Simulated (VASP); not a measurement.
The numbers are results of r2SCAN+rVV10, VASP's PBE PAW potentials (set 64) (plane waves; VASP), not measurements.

Input for VASP

**INCAR**
```
! general
SYSTEM   = TiC
PREC     = Accurate
ENCUT    = 520
LREAL    = .FALSE.
LASPH    = .TRUE.

! electronic loop
EDIFF    = 1E-7
NELM     = 100
ALGO     = Normal
LMAXMIX  = 4
LMIXTAU  = .TRUE.

! smearing
ISMEAR   = 1
SIGMA    = 0.1

! functional
METAGGA  = R2SCAN
LUSE_VDW = .TRUE.
BPARAM   = 11.95
CPARAM   = 0.0093

! ions
ISIF     = 2

! output
LWAVE    = .FALSE.
LCHARG   = .FALSE.
```

### KPOINTS
```
Automatic mesh
0
Gamma
14 14 14
0 0 0
```

**POSCAR**
```
TiC
1
    0.0000000000     2.1845753211     2.1845753211
    2.1845753211     0.0000000000     2.1845753211
    2.1845753211     2.1845753211     0.0000000000
Ti C
1 1
Direct
  0.0000000000   0.0000000000   0.0000000000
  0.5000000000   0.5000000000   0.5000000000
```

POTCAR, in this order: Ti_sv C (PBE.64 set). Program: vasp_std.

The run wrote:

**OSZICAR**
```
       N       E                     dE             d eps       ncg     rms          rms(c)
DAV:   1     0.117517273944E+03    0.11752E+03   -0.87194E+03  2496   0.162E+03
DAV:   2    -0.230425039317E+02   -0.14056E+03   -0.13467E+03  2580   0.395E+02
DAV:   3    -0.331772174928E+02   -0.10135E+02   -0.96206E+01  3316   0.102E+02
DAV:   4    -0.336815387347E+02   -0.50432E+00   -0.50335E+00  3276   0.210E+01
DAV:   5    -0.336995946644E+02   -0.18056E-01   -0.18053E-01  3460   0.361E+00    0.188E+01
DAV:   6    -0.243376129125E+02    0.93620E+01   -0.28401E+01  3248   0.844E+01    0.546E+00
DAV:   7    -0.245319014448E+02   -0.19429E+00   -0.41568E+00  2984   0.280E+01    0.430E+00
DAV:   8    -0.245392867577E+02   -0.73853E-02   -0.38140E-01  2872   0.731E+00    0.218E+00
DAV:   9    -0.246075287818E+02   -0.68242E-01   -0.15318E-01  2904   0.623E+00    0.142E+00
DAV:  10    -0.245698341690E+02    0.37695E-01   -0.12003E-01  3124   0.549E+00    0.413E-01
DAV:  11    -0.245620940273E+02    0.77401E-02   -0.79850E-03  3244   0.104E+00    0.116E-01
DAV:  12    -0.245654071467E+02   -0.33131E-02   -0.69801E-03  2548   0.998E-01    0.594E-02
DAV:  13    -0.245660406428E+02   -0.63350E-03   -0.10449E-03  2608   0.355E-01    0.558E-02
DAV:  14    -0.245659983795E+02    0.42263E-04   -0.18767E-04  3456   0.181E-01    0.111E-02
DAV:  15    -0.245660256822E+02   -0.27303E-04   -0.17932E-05  3136   0.421E-02    0.692E-03
DAV:  16    -0.245660172083E+02    0.84739E-05   -0.28721E-06  2912   0.195E-02    0.717E-03
DAV:  17    -0.245660192994E+02   -0.20912E-05   -0.25486E-06  2864   0.243E-02    0.181E-03
DAV:  18    -0.245660186161E+02    0.68329E-06   -0.38516E-07  2876   0.691E-03    0.552E-04
DAV:  19    -0.245660188636E+02   -0.24743E-06   -0.14333E-08  1316   0.152E-03    0.310E-04
DAV:  20    -0.245660185911E+02    0.27245E-06   -0.10726E-08  1300   0.889E-04    0.113E-04
DAV:  21    -0.245660186450E+02   -0.53872E-07   -0.35055E-09  1272   0.611E-04
   1 F= -.24566019E+02 E0= -.24566011E+02  d E =-.226575E-04
```

**OUTCAR**
```
------------------------ aborting loop because EDIFF is reached ----------------------------------------
  FORCE on cell =-STRESS in cart. coord.  units (eV):
  Direction    XX          YY          ZZ          XY          YZ          ZX
  --------------------------------------------------------------------------------------
  Total       -0.9618504     -0.9618504     -0.9618504     -0.0000000      0.0000000      0.0000000
  in kB      -73.9072473    -73.9072473    -73.9072473     -0.0000000      0.0000000      0.0000000
  external PRESSURE =     -73.9072473 kB  Pullay stress =       0.0000000 kB
  volume of cell :       20.85
      direct lattice vectors                 reciprocal lattice vectors
     0.000000000  2.184575321  2.184575321    -0.228877437  0.228877437  0.228877437
     2.184575321  0.000000000  2.184575321     0.228877437 -0.228877437  0.228877437
     2.184575321  2.184575321  0.000000000     0.228877437  0.228877437 -0.228877437
 POSITION                                       TOTAL-FORCE (eV/Angst)
 -----------------------------------------------------------------------------------
      0.00000      0.00000      0.00000         0.000000      0.000000      0.000000
      2.18458      2.18458      2.18458         0.000000     -0.000000      0.000000
 -----------------------------------------------------------------------------------
    total drift:                                0.000000     -0.000000     -0.000000
  FREE ENERGIE OF THE ION-ELECTRON SYSTEM (eV)
  ---------------------------------------------------
  free  energy   TOTEN  =       -24.5660186450 eV

  energy  without entropy=      -24.5659959875  energy(sigma->0) =      -24.56601109
```
(Selected blocks of OUTCAR.)

### OUTCAR
```
 val. band max:        9.0970058740   @ k =   0.1429   0.1429   0.0000

 cond. band min:       9.2062387964   @ k =   0.4286   0.3571   0.0000


 Fermi energy:         9.1751372867

 k-point     1 :       0.0000    0.0000    0.0000
  band No.  band energies     occupation
      1     -49.8599      2.00000
      2     -24.8521      2.00000
      3     -24.8520      2.00000
      4     -24.8520      2.00000
      5      -3.9086      2.00000
      6      10.0296     -0.00000
      7      10.0296     -0.00000
      8      10.0296     -0.00000
      9      10.8150     -0.00000
     10      10.8150     -0.00000
     11      10.8150     -0.00000
     12      10.8458     -0.00000

 k-point     2 :       0.0714    0.0000    0.0000
  band No.  band energies     occupation
      1     -49.8566      2.00000
      2     -24.8760      2.00000
      3     -24.8543      2.00000
      4     -24.8542      2.00000
      5      -3.7940      2.00000
      6       9.3878     -0.01041
      7       9.5737     -0.00000
      8       9.5737     -0.00000
      9      10.2652     -0.00000
     10      10.2652     -0.00000
     11      11.1781      0.00000
     12      12.0211      0.00000

 k-point     3 :       0.1429    0.0000    0.0000
  band No.  band energies     occupation
      1     -49.8473      2.00000
      2     -24.9427      2.00000
      3     -24.8604      2.00000
      4     -24.8603      2.00000
      5      -3.4595      2.00000
      6       8.2596      2.00000
      7       8.5986      2.00000
      8       8.5986      2.00000
      9      10.4775     -0.00000
     10      10.4775     -0.00000
     11      11.5853      0.00000
     12      13.2721      0.00000

 k-point     4 :       0.2143    0.0000    0.0000
  band No.  band energies     occupation
      1     -49.8340      2.00000
      2     -25.0379      2.00000
      3     -24.8692      2.00000
      4     -24.8691      2.00000
      5      -2.9321      2.00000
      6       6.9899      2.00000
...
```

The compound is TiC in the rock salt structure. This cell is one point of a volume scan, at 1.03 of the reference volume.
